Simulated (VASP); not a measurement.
Consider the following.

```yaml
crystal:
  lattice:
    - [4.23810, 0.00000, 0.00000]
    - [0.00000, 4.23810, 0.00000]
    - [0.00000, 0.00000, 6.02710]
  atoms:
    - { symbol: Ga, position: [0.50000, 0.00000, 0.72569] }
    - { symbol: Ga, position: [0.00000, 0.50000, 0.27431] }
    - { symbol: Bi, position: [0.00000, 0.00000, 0.00000] }
    - { symbol: As, position: [0.50000, 0.50000, 0.50000] }
```

All values below come from r2SCAN meta-GGA, VASP's PBE PAW potentials (set 64) (plane waves; VASP 6.6.1). Run with 400 eV cut-off, 8×8×6 Γ-centred mesh, tetrahedra with Blöchl corrections, potentials Ga_d Bi_d As.

Problem. Give the energies of bands 18 to 26 at the high-symmetry points, in eV from the Fermi level.

Solution. 
```tsv
band	Γ	X	M	Z	R	A
18	-7.14	-6.27	-7.17	-4.68	-7.10	-7.02
19	-3.04	-5.90	-7.17	-4.67	-6.64	-7.02
20	-3.04	-3.53	-3.17	-2.57	-2.13	-3.64
21	-0.76	-3.43	-2.86	-2.57	-1.46	-3.64
22	-0.25	-2.17	-2.86	-1.20	-1.34	-3.52
23	0.00	-0.71	-2.53	-1.20	-0.58	-3.34
24	0.00	1.53	0.82	1.07	0.06	3.96
25	1.11	2.73	1.28	1.74	0.48	3.96
26	1.39	4.66	1.28	2.73	3.88	4.47
```

It has no gap at this level: it comes out as a metal or semimetal.

The structure comes from a computed database's Ga2BiAs entry (P-4m2); how it stands against other phases isn't given here. It was relaxed first.
